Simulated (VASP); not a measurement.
Here is the system:

```yaml
crystal:
  lattice:
    - [2.22580, 1.28507, 3.96275]
    - [-2.22580, 1.28507, 3.96275]
    - [0.00000, -2.57013, 3.96275]
  atoms:
    - { symbol: Sb, position: [0.76813, 0.76813, 0.76813] }
    - { symbol: Bi, position: [0.23186, 0.23186, 0.23186] }
```

Method: r2SCAN meta-GGA, VASP's PBE PAW potentials (set 64) (plane waves; VASP). Numerical set-up: 400 eV cut-off, 8×8×8 Γ-centred mesh, tetrahedra with Blöchl corrections, potentials Sb Bi_d.

Unless said otherwise, spin-orbit coupling is left out, though it shifts the bands of the heavy elements here.

Predict the energy per atom (σ→0), band gap (over mesh and band path) with the smallest direct gap where there is one.

```yaml
band gap (over mesh and band path): 0.10 eV
smallest direct gap (over mesh and band path): 0.46 eV
energy per atom (σ→0): -42.114 eV/atom
```

The structure comes from a computed database's BiSb entry (R3m); how it stands against other phases isn't given here. It was relaxed first.
